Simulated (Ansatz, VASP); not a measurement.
# Cross-check of PbSe (Clausthalite) between VASP and Ansatz, part 2 of 2

Aim: how closely do two programs agree when they are given the same cell, functional and k mesh? The cell is taken from a series of runs on this material, whose earlier steps may have relaxed, scaled, displaced or heated it; both programs get it as it stands.

VASP 6.6.1 and Ansatz 0.2.0.

So far. Step 2 (VASP: relaxation of cell and atoms, LDA, spin-orbit …): VASP adds spin-orbit coupling inside the spheres on scalar-relativistic partial waves, which describe the 6p1/2 states imperfectly, so such gaps can be off by a tenth of an eV or more.

## Step 3: Ansatz: relaxation of cell and atoms, LDA, spin-orbit coupling

Level of this step: Ansatz beside VASP: Kohn-Sham DFT, plane waves, LDA, spin-orbit coupling (Ansatz).

Ansatz runs on its fully relativistic PAW (standard-fr) files.

The same cell, functional (in two slightly different forms), mesh and smearing now go to Ansatz, which takes its cutoff from its data sets.

The input, input.yaml:

```yaml
crystal:
  lattice:
    - [0.0, 3.020967111, 3.020967111]
    - [3.020967111, 0.0, 3.020967111]
    - [3.020967111, 3.020967111, 0.0]
  atoms:
    - { symbol: Pb, position: [0.0, 0.0, 0.0] }
    - { symbol: Se, position: [0.5, 0.5, 0.5] }
kpoints:
  mp_grid: { grid: [10, 10, 10] }
hamiltonian:
  xc: lda
  pseudopotentials: { kind: paw_fr }
scf:
  occupations: { method: gaussian, width: 0.01 }
output:
  forces: true
  stress: true
  eigenvalues: true
magnetization:
  noncollinear: true
  spin_orbit: true
relax:
  adjacent_minimum: "off"
  f_tol: 0.001
  max_steps: 60
  cell: { stress_tol: 0.01 }
```

Launch:

```bash
$ ansatz run input.yaml --threads 4 --pin off --max-ram 16384MiB --backend cpu --events-out ev --progress --plain --runs-dir out
```

Numbers of over 12 decimals in the logs are rounded to 6 here.

The log of the run:

```text
Engine: ansatz 0.2.0, aarch64-unknown-linux-gnu
Pseudopotentials: kind: paw_fr
Pseudopotential: Pb, paw_fr, valence charge 14, recommended cutoff 420 eV (normal), Pb.paw.azcp#standard-fr
Pseudopotential: Se, paw_fr, valence charge 16, recommended cutoff 420 eV (normal), Se.paw.azcp#standard-fr
Functional definition: SPW92
  exchange = slater_x
  correlation = pw_c
non-collinear run that drives no moment, with spin-orbit: no starting moment large enough to seed its density (crystal.atoms[].spin), no starting occupations that ask for one, no magnetisation constraint and no magnetic field, so the semilocal B_xc is pinned to zero
Crystal: 2 atoms, lattice volume = 55.140 Å³
Basis set: ecut = 420 eV, 1067 PW (Γ)
Bands: 38, of which v1, the nominal top of the filled ones, is band 30 counted from 1 (29 counted from 0)
Symmetry: 48 space group operations + 48 with time reversal
Magnetic group: BNS 225.117 (UNI 1619), of the structure as read, at distance tolerance 3.8e-5 Å
k-points: 47 of 1000
Projection manifold: j_resolved (fully-relativistic pseudo-atomic orbitals)
Non-local potential: Pb, projectors of the file, l = 0: 2, l = 1: 4, l = 2: 4, l = 3: 4
Non-local potential: Se, projectors of the file, l = 0: 2, l = 1: 4, l = 2: 6, l = 3: 2
PAW form: soft (Blöchl's): semilocal exchange-correlation on the pseudo side does not see the compensation charge
PAW frozen core: Pb, regenerated for the run's functional, and the local potential with it (the file was generated under x = pbe(κ = 0.804, μ = 0.219515), c = pbe(β = 0.066725))
PAW frozen core: Se, regenerated for the run's functional, and the local potential with it (the file was generated under x = pbe(κ = 0.804, μ = 0.219515), c = pbe(β = 0.066725))
PAW one-centre angular grid: Pb, 590 points (default); XC on 64 Gauss nodes
PAW one-centre angular grid: Se, 590 points (default); XC on 64 Gauss nodes
Initial density: superposition of atomic densities (chi_scale 0.1, normalization cell, long waves kept (reshape's long-wave potential 0.00 eV rms))
Initial wavefunctions: pseudopotential atomic-orbital guess
Functional: x = slater, c = lda
SCF iter   1: F=—  HF=-17023.586082 eV  |F-HF|=—  |Δ(HF+E_count)|=         —  Δρ=1.81e-2  dr2=2.46e-1  dr2_m=0.00e0 (ungated)  ethr=3.10e-3  |M|=0.00e0 ∫|m|=0.00e0 μB  |m|>n=0.0e0 m-floor=0.0e0 τ_xc=0.0e0  β_m=0.30  ⟨swp⟩=9.9  Hψ=4680  notcnv=0
preconditioner: auto → none  [insulator: Δε(μ)=0.262 eV  Ē_g=15.194 eV  σ=0.010 eV  W_gap=1.00  n_scr=14 (ndim 8)  ℏωp=22.4 eV  f_vac=0.000  D(μ)=0.00/eV (n_scr^D=0)  ε∞_Penn≈3.2]
SCF iter   2: F=—  HF=-17023.526752 eV  |F-HF|=—  |Δ(HF+E_count)|=   5.93e-2  Δρ=9.41e-3  dr2=4.46e-2  dr2_m=0.00e0 (ungated)  ethr=8.21e-4  |M|=0.00e0 ∫|m|=0.00e0 μB  |m|>n=0.0e0 m-floor=0.0e0 τ_xc=0.0e0  β_m=0.39  ⟨swp⟩=2.0  Hψ=1247  notcnv=0  defer=116
SCF iter   3: F=—  HF=-17023.517885 eV  |F-HF|=—  |Δ(HF+E_count)|=   8.87e-3  Δρ=3.97e-3  dr2=6.96e-3  dr2_m=0.00e0 (ungated)  ethr=1.49e-4  |M|=0.00e0 ∫|m|=0.00e0 μB  |m|>n=0.0e0 m-floor=0.0e0 τ_xc=0.0e0  β_m=0.52  ⟨swp⟩=2.0  Hψ=969  notcnv=0  defer=116
SCF iter   4: F=—  HF=-17023.516880 eV  |F-HF|=—  |Δ(HF+E_count)|=   1.01e-3  Δρ=4.57e-4  dr2=7.30e-5  dr2_m=0.00e0 (ungated)  ethr=2.32e-5  |M|=0.00e0 ∫|m|=0.00e0 μB  |m|>n=0.0e0 m-floor=0.0e0 τ_xc=0.0e0  β_m=0.57  ⟨swp⟩=2.0  Hψ=975  notcnv=0  defer=116
SCF iter   5: F=—  HF=-17023.516895 eV  |F-HF|=—  |Δ(HF+E_count)|=   1.48e-5  Δρ=7.56e-5  dr2=1.54e-6  dr2_m=0.00e0 (ungated)  ethr=2.43e-7  |M|=0.00e0 ∫|m|=0.00e0 μB  |m|>n=0.0e0 m-floor=0.0e0 τ_xc=0.0e0  β_m=0.64  ⟨swp⟩=2.0  Hψ=1145  notcnv=0  defer=116
SCF iter   6: F=—  HF=-17023.516895 eV  |F-HF|=—  |Δ(HF+E_count)|=   3.63e-7  Δρ=2.39e-5  dr2=1.61e-7  dr2_m=0.00e0 (ungated)  ethr=3.33e-10  |M|=0.00e0 ∫|m|=0.00e0 μB  |m|>n=0.0e0 m-floor=0.0e0 τ_xc=0.0e0  β_m=0.68  ⟨swp⟩=11.0  Hψ=4443  notcnv=0
SCF iter   7: F=-17023.516895 eV  HF=-17023.516895 eV  |F-HF|=8.73e-10  |Δ(HF+E_count)|=   2.93e-8  Δρ=1.74e-6  dr2=1.59e-9  dr2_m=0.00e0 (ungated)  ethr=3.33e-10  |M|=0.00e0 ∫|m|=0.00e0 μB  |m|>n=0.0e0 m-floor=0.0e0 τ_xc=0.0e0  ⟨swp⟩=4.3  Hψ=2917  notcnv=0
SCF 1 converged in 7 iterations: F = -17023.516895 eV  dr2 = 1.59e-9
  greatest PAW one-centre occupation: 0.999 electrons in one spin orbital (limit 2), on the Se atom at site 1 (counted from 0), in its partial waves of l = 2
relax step   1: F+E_penalty+E_count = -17023.51689510 eV  Δ(F+E_penalty+E_count) = +0.000e0 eV  max|allowed force component| = 1.023e-30 eV/Å  Δτ_max = 0.0000 Å  P = -0.487 GPa  Ω = 55.140 Å³  (7 SCF iters, dr2 threshold 1.00e-7 eV, accepted)
[...]
relax step   2: F+E_penalty+E_count = -17023.51748203 eV  Δ(F+E_penalty+E_count) = -5.869e-4 eV  max|allowed force component| = 1.381e-30 eV/Å  Δτ_max = 0.0000 Å  P = +0.294 GPa  Ω = 54.393 Å³  energy of the carried Pulay correction = +1.142e-4 eV  (4 SCF iters, dr2 threshold 2.00e-7 eV, accepted)
[...]
relax step   3: F+E_penalty+E_count = -17023.51768971 eV  Δ(F+E_penalty+E_count) = -2.077e-4 eV  max|allowed force component| = 7.889e-30 eV/Å  Δτ_max = 0.0000 Å  P = -0.005 GPa  Ω = 54.672 Å³  energy of the carried Pulay correction = +7.123e-5 eV  (4 SCF iters, dr2 threshold 2.00e-7 eV, accepted)
[...]
relax step   4: F+E_penalty+E_count = -17023.51761402 eV  Δ(F+E_penalty+E_count) = +7.570e-5 eV  max|allowed force component| = 1.966e-30 eV/Å  Δτ_max = 0.0000 Å  P = -0.005 GPa  Ω = 54.672 Å³  stress off target by 4.93e-3 GPa  SCF on the basis re-selected at this cell (its energy is not comparable with the rows above)  (6 SCF iters)
basis re-selected at this cell: Δ(F+E_penalty+E_count) = +7.570e-5 eV, ΔP = -0.000 GPa vs the last step (what re-selecting the basis moved, of the pressure what is left beyond the Pulay correction that the steps carried, after the strain that the cell walked since its last selection, with what the two solves' SCF thresholds leave and, on support functions, any second-order correction that the steps lacked; it is no m [...]
SCF converged after 6 iterations
Magnetization: |M| = 0.0000 μB,  M = (+0.0000, +0.0000, +0.0000) μB
Absolute magnetization: 0.0000 μB (∫|m|)
  site 0: m = (+0.0000, +0.0000, +0.0000) μB, |m| = 0.0000 μB  (R = 1.24 Å)
  site 1: m = (+0.0000, +0.0000, +0.0000) μB, |m| = 0.0000 μB  (R = 1.24 Å)
Free energy (F): -17023.517614 eV
Harris-Foulkes:  -17023.517614 eV  (|F-HF|=0.00e0)
Internal energy: -17023.517614 eV  (E = F + TS)
E sigma→0 (E₀):  -17023.517614 eV
Fermi energy:    9.262600 eV
--- Per-component energies (eV) ---
  E_band       = -418.301987
  E_kinetic    = 409.141211
  E_local      = -3462.807757  (includes V_loc(G=0)·N_el)
  E_nonlocal   = -234.144134
  E_hartree    = 1612.100105
  E_xc         = -323.882395
  E_vxc        = -233.448628  (∫ρ·V_xc dr)
  E_paw        = -11966.151491  (= ΣΔE_a)
  E_vpaw       = -121.242360  (= ΣTr[D̂ρ^β])
  E_aug_tail   = -0.000524  (compensation charges beyond the density's cutoff)
  E_ewald      = -3059.950504
  E_core_change = 2.177875  (= ΣΔE_core)
  E_smearing   = -0.000000  (= −TS)
  E_closure    = 0.000000  (closes the sum)
  Σ components = -17023.517614   (vs F -17023.517614, Δ=0.00e0)
--- Forces (eV/Å), atoms counted from 1 ---
  atom   1  Pb    -0.00000000     0.00000000    -0.00000000
  atom   2  Se    -0.00000000     0.00000000     0.00000000
  max |Σ_I F_I| component: 3.96e-30 eV/Å
--- Stress (GPa, compression-positive) ---
       -0.004929      -0.000000      -0.000000
       -0.000000      -0.004929       0.000000
       -0.000000       0.000000      -0.004929
  P = ⅓ Tr σ = -0.0049 GPa (-0.049 kbar)
--- Band table (eV; the first three rows and the last of 47) ---
  k-point 0: bands = [... 26 lower, 7.5374, 7.5374, 7.5374, 7.5374, 12.4688, 12.4688, 14.8905, 14.8905, ... 4 higher]
  k-point 1: bands = [... 26 lower, 7.5605, 7.5605, 7.6981, 7.6981, 12.0762, 12.0762, 14.0113, 14.0113, ... 4 higher]
  k-point 2: bands = [... 26 lower, 7.6302, 7.6302, 8.0978, 8.0978, 11.2369, 11.2369, 12.7515, 12.7515, ... 4 higher]
  k-point 46: bands = [... 26 lower, 5.0897, 5.0897, 8.1380, 8.1380, 11.4643, 11.4643, 13.9558, 13.9558, ... 4 higher]
--- Relaxed structure (3 steps of the walk, 3 accepted, 1 SCFs on fresh bases) ---
  F+E_penalty+E_count = -17023.51761402 eV   max|allowed force component| = 1.966e-30 eV/Å   (the final SCF, on the basis selected at the relaxed cell)
  cell:  # Å, volume = 54.6721 Å³
    - [0, 3.012396, 3.012396]
    - [3.012396, 0, 3.012396]
    - [3.012396, 3.012396, 0]
  atoms:
    - { symbol: Pb, position: [0, 0, 0] }
    - { symbol: Se, position: [0.5, 0.5, 0.5] }
```

In the SCF lines HF is the Harris–Foulkes energy and dr2 the Hartree energy of the density residual, in eV; the loop may stop once dr2 is under the threshold and the program's other checks hold. Hψ counts applications of the Hamiltonian.

## Step 4: Differences

Known differences besides the potentials themselves: spin-orbit coupling enters by fully relativistic files in Ansatz and inside the spheres in VASP; the two LDA forms differ slightly; the data sets hold 30 valence electrons in Ansatz (on its fully relativistic PAW (standard-fr) files) and 20 in VASP; the cutoff is 420 eV in Ansatz and 500 eV in VASP; VASP's log shows a relativistic correction to its local exchange, Ansatz's none; Ansatz adds a Pulay correction to the stress that steers its cell, VASP none. Total energies have different zeros and are not compared.

The two programs side by side:

| quantity | Ansatz | VASP | difference |
| --- | --- | --- | --- |
| volume (Å³) | 54.67 | 54.92 | -0.46 % |
| edge a after relaxation, in the typed setting (Å) | 4.260 | 4.267 | -0.15 % |

## Step 5: Summary of results

- difference in volume (relaxation of cell and atoms, LDA, spin-orbit coupling): -0.46 %

What this shows: The difference in volume is -0.46 % (relaxation of cell and atoms, LDA, spin-orbit coupling), within the 1.2 % picked in this series as the mark of a large difference, as far as the stopping tolerances let one tell. The data sets hold unlike numbers of valence electrons (30 in Ansatz and 20 in VASP), so part of the differences comes from the potentials. How closely two codes agree says nothing of how well the functional describes the real material.

[Lines on the potential files, build, host, timing and source positions are cut from VASP's logs without a mark.]

[Logs are printed without paths, hosts, clocks, repeated set-up lines and the standing remarks that a program may print on its own settings, such as how far it seeks lower states.]

[Hosts, paths, dates, database ids (printed as entryN), source tags and the programs' standing remarks are cut or masked in the printed files.]
